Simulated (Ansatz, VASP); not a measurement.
# YS: VASP beside Ansatz

Aim: how closely do two programs agree when they are given the same cell, functional and k mesh? The cell is taken from a series of runs on this material, whose earlier steps may have relaxed, scaled, displaced or heated it; both programs get it as it stands.

Main program and level: Ansatz 0.2.0; plane waves, with VASP 6.6.1 beside it; zone-centre phonons at LDA.

**1. The starting structure**

It takes space group Fm-3m (No. 225, cubic). Conventional cell: a = 5.416 Å, b = 5.416 Å, c = 5.416 Å, α = 90.00°, β = 90.00°, γ = 90.00°. Y has 6 S at 2.71 Å nearest. S has 6 Y at 2.71 Å nearest. Farther neighbours and most contacts between anions are not listed.

**2. VASP: zone-centre phonons, LDA**

Second derivatives magnify differences that forces hide, and they need a tight electronic threshold.

Lines of VASP's logs that name or quote its potential files are left out, and so is its time.

Contents of INCAR:

```
SYSTEM = YS
PREC = Accurate
ENCUT = 500
EDIFF = 1E-08
NELM = 120
ISMEAR = 1
SIGMA = 0.15
LREAL = .FALSE.
ALGO = Normal
GGA = CA
NBANDS = 14
LASPH = .TRUE.
LORBIT = 11
LWAVE = .FALSE.
LCHARG = .FALSE.
ISIF = 2
IBRION = 8
GGA_COMPAT = .FALSE.
KPAR = 2
```

Contents of POSCAR:

```
YS
1.0
   -2.7081136257      0.0000000000      2.7081136257
    0.0000000000      2.7081136257      2.7081136257
   -2.7081136257      2.7081136257      0.0000000000
Y S
1 1
Direct
    0.5000000000      0.5000000000      0.5000000000
    0.0000000000      0.0000000000      0.0000000000
```

Contents of KPOINTS:

```
Automatic mesh
0
Gamma
12 12 12
0 0 0
```

PAW data sets: Y_sv and S (LDA family, release 64).

Run with:

```
> mpirun -np 2 vasp_std
```

Numbers of over 12 decimals in the logs are rounded to 6 here.

Output:

```text
[banner, memory and clock lines left out]
running    2 mpi-ranks, on    1 nodes
 distrk:  each k-point on    1 cores,    2 groups
 distr:  one band on    1 cores,    1 groups

 POSCAR found type information on POSCAR Y S
 POSCAR found :  2 types and       2 ions
 LDA part: xc-table for (Slater(with rela. corr.)+CA(PZ))
 , standard interpolation
 POSCAR, INCAR and KPOINTS ok, starting setup
 FFT: planning ... GRIDC
 FFT: planning ... GRID_SOFT
 FFT: planning ... GRID
 WAVECAR not read
 entering main loop
       N       E                     dE             d eps       ncg     rms          rms(c)
DAV:   1     0.571632140775E+02    0.57163E+02   -0.78263E+03  2032   0.107E+03
DAV:   2    -0.130999765506E+02   -0.70263E+02   -0.66570E+02  2704   0.228E+02
DAV:   3    -0.167583364131E+02   -0.36584E+01   -0.36378E+01  3228   0.402E+01
DAV:   4    -0.168312707975E+02   -0.72934E-01   -0.72909E-01  2364   0.536E+00
DAV:   5    -0.168332824199E+02   -0.20116E-02   -0.20116E-02  2832   0.691E-01    0.292E+01
DAV:   6    -0.161178869956E+02    0.71540E+00   -0.13112E+00  2410   0.726E+00    0.213E+01
DAV:   7    -0.160633733937E+02    0.54514E-01   -0.48176E-01  3010   0.449E+00    0.606E+00
DAV:   8    -0.160507465673E+02    0.12627E-01   -0.93825E-02  2358   0.204E+00    0.452E-01
DAV:   9    -0.160502408839E+02    0.50568E-03   -0.55933E-03  2232   0.538E-01    0.207E-01
DAV:  10    -0.160502286036E+02    0.12280E-04   -0.19233E-04  2690   0.123E-01    0.126E-01
DAV:  11    -0.160502221253E+02    0.64783E-05   -0.14470E-04  2518   0.887E-02    0.834E-02
DAV:  12    -0.160502178474E+02    0.42779E-05   -0.21009E-05  2346   0.369E-02    0.224E-02
DAV:  13    -0.160502180757E+02   -0.22827E-06   -0.15896E-06  2584   0.102E-02    0.732E-03
DAV:  14    -0.160502179494E+02    0.12626E-06   -0.70997E-07  2346   0.677E-03    0.419E-03
DAV:  15    -0.160502179445E+02    0.49172E-08   -0.43713E-08  2300   0.169E-03
   1 F= -.16050218E+02 E0= -.16050859E+02  d E =0.192365E-02
 Linear response reoptimize wavefunctions to high precision
DAV:   1    -0.160502179427E+02    0.17935E-08   -0.39822E-09  2370   0.472E-04
DAV:   2    -0.160502179427E+02   -0.52751E-10   -0.21237E-10  1104   0.114E-04
 Linear response DOF=           2
 Linear response progress:
  Degree of freedom:   1/  2
       N       E                     dE             d eps       ncg     rms          rms(c)
RMM:   1    -0.274938226219E+00   -0.27494E+00    0.31295E+00  5607   0.110E+01
RMM:   2    -0.263754834681E+00    0.11183E-01   -0.10357E-01  7430   0.183E+00    0.276E-01
RMM:   3    -0.265216693149E+00   -0.14619E-02   -0.10060E-02  8665   0.550E-01    0.214E-01
RMM:   4    -0.265507192350E+00   -0.29050E-03   -0.13810E-03 10135   0.198E-01    0.944E-02
RMM:   5    -0.265562302197E+00   -0.55110E-04   -0.26845E-04 10438   0.781E-02    0.122E-02
RMM:   6    -0.265558214230E+00    0.40880E-05   -0.43274E-05 10592   0.329E-02    0.716E-03
RMM:   7    -0.265502728264E+00    0.55486E-04   -0.10101E-05 10436   0.148E-02    0.494E-03
RMM:   8    -0.265495253763E+00    0.74745E-05   -0.46906E-06 10734   0.623E-03    0.689E-04
RMM:   9    -0.265491040704E+00    0.42131E-05   -0.31581E-06 10982   0.319E-03    0.608E-04
RMM:  10    -0.265492557087E+00   -0.15164E-05   -0.23290E-06 11242   0.167E-03    0.317E-04
RMM:  11    -0.265492502968E+00    0.54118E-07   -0.14255E-06 11238   0.105E-03    0.583E-05
RMM:  12    -0.265493014504E+00   -0.51154E-06   -0.11372E-06 11082   0.687E-04    0.107E-04
RMM:  13    -0.265492174889E+00    0.83962E-06   -0.84793E-07 10907   0.519E-04    0.305E-04
RMM:  14    -0.265493056569E+00   -0.88168E-06   -0.72561E-07 10236   0.409E-04    0.137E-04
[...]
RMM:  19    -0.265494320823E+00   -0.38503E-06   -0.21382E-07 10781   0.164E-04    0.650E-05
RMM:  20    -0.265494598368E+00   -0.27754E-06   -0.14702E-07 10862   0.137E-04    0.362E-05
RMM:  21    -0.265494812552E+00   -0.21418E-06   -0.14372E-07 10879   0.118E-04    0.154E-05
RMM:  22    -0.265494923341E+00   -0.11079E-06   -0.11476E-07 11023   0.101E-04    0.792E-06
RMM:  23    -0.265494984253E+00   -0.60912E-07   -0.11413E-07 10494   0.871E-05    0.609E-06
RMM:  24    -0.265495047421E+00   -0.63168E-07   -0.10321E-07  9748   0.774E-05    0.300E-06
RMM:  25    -0.265495128475E+00   -0.81053E-07   -0.91484E-08 10139   0.701E-05    0.316E-06
RMM:  26    -0.265495126757E+00    0.17175E-08   -0.78749E-08  6177   0.610E-05    0.159E-06
 first order change of Fermi-energy  -0.45766E-04
 force on displaced ion       1 direction 1 :  -8.374   0.000   0.000
 Linear response progress:
  Degree of freedom:   2/  2
       N       E                     dE             d eps       ncg     rms          rms(c)
RMM:   1    -0.120760384803E+00   -0.12076E+00   -0.12810E-01 10912   0.188E+00
RMM:   2    -0.105149303514E+00    0.15611E-01   -0.81184E-03  8552   0.503E-01    0.383E-01
RMM:   3    -0.105694763824E+00   -0.54546E-03   -0.75052E-04  8782   0.145E-01    0.215E-01
RMM:   4    -0.106381721523E+00   -0.68696E-03   -0.23594E-04  8491   0.689E-02    0.231E-02
RMM:   5    -0.106299794322E+00    0.81927E-04   -0.33731E-05  9225   0.237E-02    0.162E-02
RMM:   6    -0.106272258564E+00    0.27536E-04   -0.63189E-06  9600   0.100E-02    0.533E-03
RMM:   7    -0.106287731795E+00   -0.15473E-04   -0.24058E-06  9323   0.413E-03    0.192E-03
RMM:   8    -0.106285791131E+00    0.19407E-05    0.75525E-06 10285   0.169E-03    0.210E-04
RMM:   9    -0.106286079216E+00   -0.28808E-06   -0.99091E-06 10067   0.677E-04    0.200E-04
RMM:  10    -0.106286498072E+00   -0.41886E-06    0.29317E-06 10469   0.297E-04    0.833E-05
RMM:  11    -0.106286157444E+00    0.34063E-06   -0.16177E-08 10143   0.131E-04    0.456E-05
RMM:  12    -0.106286264802E+00   -0.10736E-06   -0.36097E-07 10512   0.674E-05    0.177E-05
RMM:  13    -0.106286238108E+00    0.26693E-07    0.28987E-07 10210   0.376E-05    0.711E-06
RMM:  14    -0.106286224189E+00    0.13920E-07    0.32402E-09  9737   0.264E-05    0.188E-06
RMM:  15    -0.106286225027E+00   -0.83861E-09    0.37449E-08  8251   0.209E-05    0.871E-07
 first order change of Fermi-energy   0.27698E-04
 force on displaced ion       2 direction 1 :  -8.365   0.000   0.000
 Linear response finished
```

From OUTCAR (step 2):

```text
ion  position               nearest neighbor table
   1  0.500  0.500  0.500-   2 2.71   2 2.71   2 2.71   2 2.71   2 2.71   2 2.71
   2  0.000  0.000  0.000-   1 2.71   1 2.71   1 2.71   1 2.71   1 2.71   1 2.71

  LATTYP: Found a face centered cubic cell.
 ALAT       =     5.4162272514

 Subroutine GETGRP returns: Found 48 space group operations
 (whereof 48 operations were pure point group operations)

The static configuration has the point symmetry O_h .

 Found     72 irreducible k-points:

   k-points           NKPTS =     72   k-points in BZ     NKDIM =     72   number of bands    NBANDS=     14

   dimension x,y,z NGX =    28 NGY =   28 NGZ =   28
   dimension x,y,z NGXF=    56 NGYF=   56 NGZF=   56

   ENCUT  =  500.0 eV  36.75 Ry    6.06 a.u.   6.98  6.98  6.98*2*pi/ulx,y,z

   NELECT =      17.0000    total number of electrons

 k-points in reciprocal lattice and weights: Automatic mesh
   0.00000000  0.00000000  0.00000000       0.001
   0.08333333  0.00000000  0.00000000       0.005
   0.16666667  0.00000000  0.00000000       0.005
   0.25000000  0.00000000  0.00000000       0.005
   0.33333333  0.00000000  0.00000000       0.005
   0.41666667  0.00000000  0.00000000       0.005
   0.50000000  0.00000000  0.00000000       0.002
   0.08333333  0.08333333  0.00000000       0.003
   0.16666667  0.08333333  0.00000000       0.014
[...]
-0.33333333  0.50000000  0.16666667       0.007
  -0.25000000  0.50000000  0.25000000       0.003

 average (electrostatic) potential at core
       1 -34.0527       2 -86.4555

  Total        0.0106555      0.0106555      0.0106555     -0.0000000      0.0000000      0.0000000
  in kB        0.4297861      0.4297861      0.4297861     -0.0000000      0.0000000      0.0000000
  external PRESSURE =       0.4297861 kB  Pullay stress =       0.0000000 kB

  energy-cutoff  :      500.00
  volume of cell :       39.72
      direct lattice vectors                 reciprocal lattice vectors
    -2.708113626  0.000000000  2.708113626    -0.184630362 -0.184630362  0.184630362
     0.000000000  2.708113626  2.708113626     0.184630362  0.184630362  0.184630362
    -2.708113626  2.708113626  0.000000000    -0.184630362  0.184630362 -0.184630362

 POSITION                                       TOTAL-FORCE (eV/Angst)
 -----------------------------------------------------------------------------------
     -2.70811      2.70811      2.70811        -0.000000      0.000000      0.000000
      0.00000      0.00000      0.00000         0.000000     -0.000000     -0.000000
 -----------------------------------------------------------------------------------
    total drift:                               -0.000000      0.000000      0.000000

 Eigenvectors and eigenvalues of the dynamical matrix
 ----------------------------------------------------

   1 f  =    9.315463 THz    58.530781 2PiTHz  310.730404 cm-1    38.525643 meV
             X         Y         Z           dx          dy          dz
     -2.708114  2.708114  2.708114     0.000000    0.000000   -0.515039
      0.000000  0.000000  0.000000     0.000000    0.000000    0.857167

   2 f  =    9.315463 THz    58.530781 2PiTHz  310.730404 cm-1    38.525643 meV
             X         Y         Z           dx          dy          dz
     -2.708114  2.708114  2.708114    -0.296266   -0.421297   -0.000000
      0.000000  0.000000  0.000000     0.493069    0.701155    0.000000

   3 f  =    9.315463 THz    58.530781 2PiTHz  310.730404 cm-1    38.525643 meV
             X         Y         Z           dx          dy          dz
     -2.708114  2.708114  2.708114    -0.421297    0.296266    0.000000
      0.000000  0.000000  0.000000     0.701155   -0.493069    0.000000

   4 f/i=    0.002058 THz     0.012934 2PiTHz    0.068662 cm-1     0.008513 meV
             X         Y         Z           dx          dy          dz
     -2.708114  2.708114  2.708114    -0.049763   -0.855721    0.000000
      0.000000  0.000000  0.000000    -0.029900   -0.514170    0.000000

   5 f/i=    0.002058 THz     0.012934 2PiTHz    0.068662 cm-1     0.008513 meV
             X         Y         Z           dx          dy          dz
     -2.708114  2.708114  2.708114     0.000000    0.000000    0.857167
      0.000000  0.000000  0.000000     0.000000    0.000000    0.515039

   6 f/i=    0.002058 THz     0.012934 2PiTHz    0.068662 cm-1     0.008513 meV
             X         Y         Z           dx          dy          dz
     -2.708114  2.708114  2.708114    -0.855721    0.049763   -0.000000
      0.000000  0.000000  0.000000    -0.514170    0.029900    0.000000

 ELASTIC MODULI CONTR FROM IONIC RELAXATION (kBar)
 Direction    XX          YY          ZZ          XY          YZ          ZX
 --------------------------------------------------------------------------------
 XX           0.0000      0.0000      0.0000      0.0000      0.0000      0.0000
 YY           0.0000      0.0000      0.0000      0.0000      0.0000      0.0000
 ZZ           0.0000      0.0000      0.0000      0.0000      0.0000      0.0000
 XY           0.0000      0.0000      0.0000      0.0000      0.0000      0.0000
 YZ           0.0000      0.0000      0.0000      0.0000      0.0000      0.0000
 ZX           0.0000      0.0000      0.0000      0.0000      0.0000      0.0000
 --------------------------------------------------------------------------------
```

This run has no spin polarisation. Its electron count is odd, so without a moment it is a metal by construction.

(Part 1 of 2 ends here.)

[Lines on the potential files, build, host, timing and source positions are cut from VASP's logs without a mark.]

[Logs are printed without paths, hosts, clocks, repeated set-up lines and the standing remarks that a program may print on its own settings, such as how far it seeks lower states.]

[Hosts, paths, dates, database ids (printed as entryN), source tags and the programs' standing remarks are cut or masked in the printed files.]
